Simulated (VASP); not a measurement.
Output of a VASP run:

### OSZICAR
```
       N       E                     dE             d eps       ncg     rms          rms(c)
DAV:   1     0.143107350584E+03    0.14311E+03   -0.11207E+04  2536   0.145E+03
DAV:   2     0.417774146579E+01   -0.13893E+03   -0.13750E+03  3580   0.468E+02
DAV:   3    -0.442499391714E+01   -0.86027E+01   -0.85264E+01  4130   0.868E+01
DAV:   4    -0.488193439652E+01   -0.45694E+00   -0.45614E+00  3925   0.177E+01
DAV:   5    -0.489444435656E+01   -0.12510E-01   -0.12577E-01  3857   0.318E+00    0.786E+01
DAV:   6    -0.815449103881E+00    0.40790E+01   -0.37196E+04  2520   0.243E+05    0.472E+01
DAV:   7    -0.276231192502E+02   -0.26808E+02   -0.26269E+02  2520   0.168E+02    0.363E+01
DAV:   8    -0.329163897790E+02   -0.52933E+01   -0.19227E+01  3878   0.296E+01    0.294E+01
DAV:   9    -0.326755382277E+02    0.24085E+00   -0.44838E-01  3510   0.556E+00    0.282E+01
DAV:  10    -0.298242576129E+02    0.28513E+01   -0.60467E+00  2520   0.262E+01    0.147E+01
DAV:  11    -0.305194683528E+02   -0.69521E+00   -0.18242E+00  3118   0.112E+01    0.153E+01
DAV:  12    -0.300181055584E+02    0.50136E+00   -0.38014E-01  2695   0.553E+00    0.142E+01
DAV:  13    -0.301400160465E+02   -0.12191E+00   -0.77284E-02  2548   0.294E+00    0.121E+01
DAV:  14    -0.303100909651E+02   -0.17007E+00   -0.23888E-01  2520   0.555E+00    0.511E+00
DAV:  15    -0.302149046770E+02    0.95186E-01   -0.81405E-01  3368   0.727E+00    0.419E+00
DAV:  16    -0.302595876994E+02   -0.44683E-01   -0.11554E-01  3766   0.250E+00    0.340E+00
DAV:  17    -0.302634112267E+02   -0.38235E-02   -0.56968E-03  3094   0.688E-01    0.230E+00
DAV:  18    -0.302451792761E+02    0.18232E-01   -0.10969E-02  3296   0.848E-01    0.245E+00
DAV:  19    -0.302338700850E+02    0.11309E-01   -0.17289E-02  3498   0.127E+00    0.164E+00
DAV:  20    -0.302326884129E+02    0.11817E-02   -0.55111E-03  3501   0.690E-01    0.990E-01
DAV:  21    -0.302329685164E+02   -0.28010E-03   -0.46039E-03  3915   0.530E-01    0.167E-01
DAV:  22    -0.302324782754E+02    0.49024E-03   -0.26542E-04  3230   0.179E-01    0.196E-01
DAV:  23    -0.302328682445E+02   -0.38997E-03   -0.20807E-04  3525   0.145E-01    0.633E-02
DAV:  24    -0.302328233390E+02    0.44905E-04   -0.55284E-05  3386   0.692E-02    0.114E-02
DAV:  25    -0.302328573568E+02   -0.34018E-04   -0.85136E-06  3425   0.242E-02    0.119E-02
DAV:  26    -0.302328407602E+02    0.16597E-04   -0.20535E-06  3667   0.107E-02    0.491E-03
DAV:  27    -0.302328321654E+02    0.85947E-05   -0.94268E-07  2867   0.812E-03    0.330E-03
DAV:  28    -0.302328282946E+02    0.38708E-05   -0.11487E-07  1855   0.340E-03    0.359E-03
DAV:  29    -0.302328285781E+02   -0.28349E-06   -0.14757E-08  1505   0.114E-03    0.185E-03
DAV:  30    -0.302328274698E+02    0.11083E-05   -0.83589E-09  1449   0.955E-04    0.825E-04
DAV:  31    -0.302328275742E+02   -0.10432E-06   -0.30609E-09  1428   0.398E-04    0.403E-04
DAV:  32    -0.302328276467E+02   -0.72565E-07   -0.17278E-09  1428   0.253E-04
   1 F= -.30232828E+02 E0= -.30232828E+02  d E =0.000000E+00
       N       E                     dE             ncg
```

**OUTCAR**
```
------------------------ aborting loop because EDIFF is reached ----------------------------------------
  FORCE on cell =-STRESS in cart. coord.  units (eV):
  Direction    XX          YY          ZZ          XY          YZ          ZX
  --------------------------------------------------------------------------------------
  Total        0.0039404      0.0039404      0.1599460      0.0000000      0.0000000      0.0000000
  in kB        0.0978800      0.0978800      3.9730392      0.0000000      0.0000000      0.0000000
  external PRESSURE =       1.3895998 kB  Pullay stress =       0.0000000 kB
  volume of cell :       64.50
      direct lattice vectors                 reciprocal lattice vectors
     1.819890603 -3.152143262  0.000000000     0.274741789 -0.158622232  0.000000000
     1.819890603  3.152143262  0.000000000     0.274741789  0.158622232  0.000000000
     0.000000000  0.000000000  5.621857971     0.000000000  0.000000000  0.177877137
 POSITION                                       TOTAL-FORCE (eV/Angst)
 -----------------------------------------------------------------------------------
      1.81989      1.05072      1.40546         0.000000     -0.000000      0.000000
      1.81989     -1.05072      4.21639        -0.000000      0.000000      0.000000
 -----------------------------------------------------------------------------------
    total drift:                                0.000065      0.000510     -0.000009
  FREE ENERGIE OF THE ION-ELECTRON SYSTEM (eV)
  ---------------------------------------------------
  free  energy   TOTEN  =       -30.2328276467 eV

  energy  without entropy=      -30.2328276467  energy(sigma->0) =      -30.23282765

 total charge

# of ion       s       p       d       f       tot
--------------------------------------------------
    1        2.268   6.205   0.915   0.007   9.395
    2        2.268   6.205   0.915   0.007   9.395
--------------------------------------------------
tot          4.536  12.411   1.830   0.013  18.791
```
(Selected blocks of OUTCAR.)

**POSCAR**
```
Y
1
    1.8198906028    -3.1521432620    -0.0000000000
    1.8198906028     3.1521432620    -0.0000000000
    0.0000000000     0.0000000000     5.6218579714
Y
2
Direct
  0.3333330000   0.6666670000   0.2500000000
  0.6666670000   0.3333330000   0.7500000000
```

### Question
Reconstruct the remaining input files.

### Answer
This is not unique; one that fits is the input of the run itself, TPSS meta-GGA, plane waves, VASP's PBE PAW potentials (set 64).

### KPOINTS
```
Automatic
0
Gamma
 13 13 7
```

KPOINTS_OPT:
```
k-points along high-symmetry lines
6
Line-mode
Reciprocal
  0.000000   0.000000   0.000000 ! GAMMA
 -0.000000   0.500000   0.000000 ! M

 -0.000000   0.500000   0.000000 ! M
 -0.333333   0.666667   0.000000 ! K

 -0.333333   0.666667   0.000000 ! K
  0.000000   0.000000   0.000000 ! GAMMA

  0.000000   0.000000   0.000000 ! GAMMA
  0.000000   0.000000   0.500000 ! A

  0.000000   0.000000   0.500000 ! A
 -0.000000   0.500000   0.500000 ! L

 -0.000000   0.500000   0.500000 ! L
 -0.333333   0.666667   0.500000 ! H

 -0.333333   0.666667   0.500000 ! H
  0.000000   0.000000   0.500000 ! A

 -0.000000   0.500000   0.500000 ! L
 -0.000000   0.500000   0.000000 ! M

 -0.333333   0.666667   0.500000 ! H
 -0.333333   0.666667   0.000000 ! K
```

**INCAR**
```
# general
SYSTEM =Y
PREC   =Accurate
ENCUT  =520
LREAL  =F
LASPH  =T

# electronic loop
EDIFF  =1E-7
NELM   =100
ALGO   =Normal
LMAXMIX=4
LMIXTAU=T

# smearing
ISMEAR =-5

# functional
METAGGA=TPSS

# ions
ISIF   =2

# output
LWAVE  =F
LCHARG =F
LORBIT =11
NEDOS  =601
```

POTCAR, in this order: Y_sv (PBE.64 set). Program: vasp_std.

For a metal the tetrahedron method with Blöchl corrections gives inexact stress and forces.

The compound is Y in the hcp structure. It was relaxed first.
